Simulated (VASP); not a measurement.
Set up this calculation in VASP 6.6.1, as the native input.

- Task: relaxation of cell and atoms
- Functional: PBE
- Potentials or basis: VASP PAW PBE potentials, release 64 (Na_pv, Ta_pv, O)
- Cutoff: 520 eV
- k mesh: 6 × 6 × 6
- Occupations: gaussian, width 0.15 eV
- Spin: no spin polarisation
- Further INCAR settings: PREC = Normal; ALGO = Fast; EDIFF = 0.0001; IBRION = 2; EDIFFG = -0.08; NSW = 24; ISIF = 3

The structure of NaTaO2 lies in POSCAR:

```
NaTaO2
1.0
    1.5306631200      0.8837287700      5.8549955600
   -1.5306631200      0.8837287700      5.8549955600
    0.0000000000     -1.7674575300      5.8549955600
Na Ta O
1 1 2
Direct
    0.0000000000      0.0000000000      0.0000000000
    0.5000000000      0.5000000000      0.5000000000
    0.2340000000      0.2340000000      0.2340000000
    0.7660000000      0.7660000000      0.7660000000
```

The cell was built by a generator and needn't be a form met in nature.

The input as run:

INCAR

```
ALGO = Fast
EDIFF = 1E-4
EDIFFG = -0.08
ENCUT = 520
GGA = PE
IBRION = 2
ISIF = 3
ISMEAR = 0
LASPH = T
LCHARG = F
LREAL = F
LWAVE = F
NELM = 60
NSW = 24
PREC = Normal
SIGMA = 0.15
```

KPOINTS

```
k-points
0
Gamma
  6 6 6
```

Potentials or basis: VASP PAW PBE potentials, release 64 (Na_pv, Ta_pv, O).

Launch:

```sh
$ cat potpaw_PBE.64/Na_pv/POTCAR potpaw_PBE.64/Ta_pv/POTCAR potpaw_PBE.64/O/POTCAR > POTCAR
$ mpirun -np 1 vasp_std > vasp.out
```

Results of the run:

The relaxed volume is 11.22 Å³/atom and the relaxed cell is a = 6.229 Å, b = 6.229 Å, c = 6.229 Å, α = 27.30°, β = 27.30°, γ = 27.30°. The space group after relaxing (to 0.05 Å) is R-3m (No. 166), the energy gained by relaxing is 107.4 meV/atom and the ionic steps are 11. The pressure after relaxing is 0.5 GPa, the largest force after relaxing is 0.069 eV/Å and the band gap on the k mesh is none (metal or under the smearing width).

Caveat: the k mesh is coarse (spacing up to 0.40 Å⁻¹), so the values aren't converged; the relaxation stopped at a loose force limit of 0.08 eV/Å, so its end isn't a converged minimum.

Run time: 89 s on 1 thread of Intel(R) Xeon(R) 6975P-C (Granite Rapids), with other jobs on the host, peak memory 0.23 GiB.
